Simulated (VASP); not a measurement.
Computed with AM05 GGA, VASP's PBE PAW potentials (set 64) (plane waves; VASP 6.6.1).

VASP input:

### INCAR
```
# general
SYSTEM  = PbO
PREC    = Accurate
ENCUT   = 520
LREAL   = .FALSE.
LASPH   = .TRUE.
ICHARG  = 11

# electronic loop
EDIFF   = 1E-7
NELM    = 100
ALGO    = Normal
LMAXMIX = 4

# smearing
ISMEAR  = 0
SIGMA   = 0.05

# functional
GGA     = AM

# output
LWAVE   = .FALSE.
LCHARG  = .FALSE.
LORBIT  = 11
```

POSCAR:
```
PbO
4.0006790
  0.9999999041   0.0000000000   0.0000000000
  0.0000000000   0.9999999041   0.0000000000
  0.0000000000   0.0000000000   1.3286728508
Pb O
2 2
Direct
  0.5000000000   1.0000000000   0.7774163756
  0.0000000000   0.5000000000   0.2225836244
  0.5000000000   0.5000000000   0.0000000000
  0.0000000000   0.0000000000   0.0000000000
```

KPOINTS:
```
k-points along high-symmetry lines
10
Line-mode
Reciprocal
  0.000000   0.000000   0.000000 ! GAMMA
  0.000000   0.500000   0.000000 ! X

  0.000000   0.500000   0.000000 ! X
  0.500000   0.500000   0.000000 ! M

  0.500000   0.500000   0.000000 ! M
  0.000000   0.000000   0.000000 ! GAMMA

  0.000000   0.000000   0.000000 ! GAMMA
  0.000000   0.000000   0.500000 ! Z

  0.000000   0.000000   0.500000 ! Z
  0.000000   0.500000   0.500000 ! R

  0.000000   0.500000   0.500000 ! R
  0.500000   0.500000   0.500000 ! A

  0.500000   0.500000   0.500000 ! A
  0.000000   0.000000   0.500000 ! Z

  0.000000   0.500000   0.000000 ! X
  0.000000   0.500000   0.500000 ! R

  0.500000   0.500000   0.000000 ! M
  0.500000   0.500000   0.500000 ! A
```

POTCAR, in this order: Pb_d O (PBE.64 set). Program: vasp_std. Read from the step before: CHGCAR.

What VASP printed:

**OSZICAR**
```
       N       E                     dE             d eps       ncg     rms          rms(c)
DAV:   1     0.435224358324E+03    0.43522E+03   -0.20186E+04  4320   0.195E+03
DAV:   2     0.323967351394E+02   -0.40283E+03   -0.39670E+03  4520   0.490E+02
DAV:   3    -0.195628749577E+02   -0.51960E+02   -0.50421E+02  5848   0.186E+02
DAV:   4    -0.215182447974E+02   -0.19554E+01   -0.19541E+01  4696   0.402E+01
DAV:   5    -0.215902725761E+02   -0.72028E-01   -0.72017E-01  6152   0.746E+00
DAV:   6    -0.215918886906E+02   -0.16161E-02   -0.16161E-02  5288   0.112E+00
DAV:   7    -0.215919641304E+02   -0.75440E-04   -0.75439E-04  6552   0.197E-01
DAV:   8    -0.215919660169E+02   -0.18865E-05   -0.18865E-05  5384   0.239E-02
DAV:   9    -0.215919660309E+02   -0.14034E-07   -0.14057E-07  4528   0.303E-03
   1 F= -.21591966E+02 E0= -.21591966E+02  d E =-.134411E-14
```

**OUTCAR**
```
 val. band max:        4.4145223760   @ k =   0.0556   0.0556   0.0000

 cond. band min:       5.9790952484   @ k =   0.5000   0.5000   0.0000



 k-point     1 :       0.0000    0.0000    0.0000
  band No.  band energies     occupation
      1     -13.7469      2.00000
      2     -13.2618      2.00000
      3     -11.5243      2.00000
      4     -11.5243      2.00000
      5     -11.4631      2.00000
      6     -11.4593      2.00000
      7     -11.3712      2.00000
      8     -11.3239      2.00000
      9     -11.3239      2.00000
     10     -11.3147      2.00000
     11     -11.2871      2.00000
     12      -9.8739      2.00000
     13      -2.9238      2.00000
     14      -1.9113      2.00000
     15       0.2278      2.00000
     16       0.2278      2.00000
     17       2.7763      2.00000
     18       2.7942      2.00000
     19       2.7942      2.00000
     20       4.4084      2.00000
     21       6.4951      0.00000
     22       9.2549      0.00000
     23      10.3241      0.00000
     24      10.3243      0.00000

 k-point     2 :       0.0000    0.0556    0.0000
  band No.  band energies     occupation
      1     -13.7405      2.00000
      2     -13.2636      2.00000
      3     -11.5233      2.00000
      4     -11.5224      2.00000
      5     -11.4610      2.00000
      6     -11.4576      2.00000
      7     -11.3736      2.00000
      8     -11.3290      2.00000
      9     -11.3231      2.00000
     10     -11.3011      2.00000
     11     -11.2880      2.00000
     12      -9.8823      2.00000
     13      -2.9335      2.00000
     14      -1.9153      2.00000
     15       0.2341      2.00000
     16       0.2461      2.00000
     17       2.6530      2.00000
     18       2.7730      2.00000
     19       2.8364      2.00000
     20       4.4122      2.00000
     21       6.5910      0.00000
     22       9.2497      0.00000
     23      10.1218      0.00000
     24      10.3399      0.00000

...
```

The density is held fixed in this step, so its total energy and stress have no physical meaning. Without a dispersion term in the relaxation, distances and binding between the weakly bound layers, chains or molecules are unreliable, and so is what depends on them. Unless said otherwise, spin-orbit coupling is left out, though it shifts the bands of the heavy elements here.

The compound is PbO in the litharge structure. It was relaxed first, which changed the volume by +7 %.
